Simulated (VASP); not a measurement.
```xyz
8
Lattice="5.7456 0.0000 0.0000 0.0000 5.7456 0.0000 0.0000 0.0000 5.7456" Properties=species:S:1:pos:R:3 pbc="T T T"
Zn     0.0000     0.0000     0.0000
Zn     2.8728     2.8728     0.0000
Zn     2.8728     0.0000     2.8728
Se     1.5020     1.3708     1.3708
Se     4.2436     4.3748     1.3708
Se     4.2436     1.3708     4.3748
Se     1.5020     4.3748     4.3748
Cd     0.0000     2.8728     2.8728
```

These are PBEsol GGA, VASP's PBE PAW potentials (set 64) (plane waves; VASP) values and carry that method's errors. Run with 400 eV cut-off, 5×5×5 Γ-centred mesh, tetrahedra with Blöchl corrections, potentials Zn Se Cd.

The cores are frozen, which limits the accuracy of field gradients.

Task: Give the principal components of the electric field gradient (V/Å²) and the asymmetry η at each nucleus.

Result: 
```tsv
atom	Vxx	Vyy	Vzz	η
Zn1	6.3	6.3	-12.6	0.00
Zn2	6.3	6.3	-12.6	0.00
Zn3	6.3	6.3	-12.6	0.00
Se4	15.2	15.2	-30.3	0.00
Se5	15.2	15.2	-30.3	0.00
Se6	15.2	15.2	-30.3	0.00
Se7	15.2	15.2	-30.3	0.00
Cd8	0.0	0.0	0.0	-
```

The structure was generated: CdZn3Se4 was put into an ordered model structure (P-43m), which need not be its known phase. It was relaxed first.
